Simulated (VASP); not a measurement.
Crystal: HfIn2Se5.

```
Hf In Se
1.0
     3.91526   -0.00226    0.02869
    -1.95959    3.30230   -0.04735
     0.12834   -0.17051   18.46778
Hf In Se
1 2 5
Direct
  0.96966 0.96190 0.00039
  0.36120 0.72968 0.38631
  0.70547 0.38552 0.60204
  0.64610 0.33486 0.92004
  0.33327 0.64780 0.08149
  0.67995 0.31268 0.32151
  0.34620 0.69897 0.69019
  0.00797 0.97956 0.49320
```

The cell was built by a generator and needn't be a form met in nature.

| Item | Value |
| --- | --- |
| Program | VASP 6.6.1 |
| Task | relaxation of cell and atoms |
| Functional | PBE |
| Potentials or basis | VASP PAW PBE potentials, release 64 (Hf_pv, In_d, Se) |
| Cutoff | 520 eV |
| k mesh | 7 × 7 × 2 |
| Occupations | gaussian, width 0.15 eV |
| Spin | no spin polarisation |

At the start: pressure 2.7 GPa; volume 29.83 Å³/atom.

**Question.** Where does the relaxation end?

**Answer.** Over 29 steps the energy falls by 123.0 meV/atom and the volume is 30.32 Å³/atom (+1.6 %); space group P1 (No. 1, to 0.05 Å).

The path:
```
step  energy change (eV)  largest force (eV/Å)  pressure (GPa)  volume (Å³)
   1              0.0000                4.1356            2.69       238.66
   2             -0.5751                1.1933           -3.21       256.15
   3             -0.6887                1.2412           -1.69       249.73
   4             -0.8744                0.5644            0.21       240.80
   5             -0.8846                0.4847            0.97       238.12
   6             -0.9360                0.2333            0.06       240.74
   7             -0.9366                0.2302           -0.01       241.04
   8             -0.9504                0.2019           -0.13       241.17
   9             -0.9540                0.1843           -0.17       241.26
  10             -0.9586                0.1562            0.09       240.03
  11             -0.9594                0.1455            0.40       238.74
  12             -0.9618                0.1542            0.44       238.84
  13             -0.9669                0.1335            0.29       239.15
  14             -0.9673                0.2082            0.08       239.75
  15             -0.9688                0.1496            0.19       239.46
  16             -0.9720                0.1232            0.03       240.22
  17             -0.9744                0.1468           -0.34       241.52
  18             -0.9765                0.1248           -0.15       241.37
  19             -0.9782                0.1024           -0.04       241.17
  20             -0.9778                0.1376            0.26       240.78
  21             -0.9785                0.0968            0.11       241.02
  22             -0.9802                0.0785            0.10       241.25
  23             -0.9826                0.0460            0.06       241.94
  24             -0.9827                0.0508            0.05       242.08
  25             -0.9833                0.0395           -0.02       242.44
  26             -0.9834                0.0519           -0.12       242.93
  27             -0.9837                0.0356           -0.08       242.80
  28             -0.9837                0.0348           -0.05       242.75
  29             -0.9840                0.0246           -0.01       242.58
```

Final structure:
```yaml
crystal:
  lattice:
    - [3.91077, -0.00816, 0.00583]
    - [-1.96226, 3.42698, -0.02464]
    - [0.01643, -0.12206, 18.12226]
  atoms:
    - { symbol: Hf, position: [0.98376, 0.98344, 0.00079] }
    - { symbol: In, position: [0.36764, 0.71462, 0.39124] }
    - { symbol: In, position: [0.69211, 0.38282, 0.60622] }
    - { symbol: Se, position: [0.64773, 0.30846, 0.91804] }
    - { symbol: Se, position: [0.31692, 0.65208, 0.08340] }
    - { symbol: Se, position: [0.68941, 0.36236, 0.31490] }
    - { symbol: Se, position: [0.36815, 0.72910, 0.68226] }
    - { symbol: Se, position: [0.98408, 0.91808, 0.49834] }
```
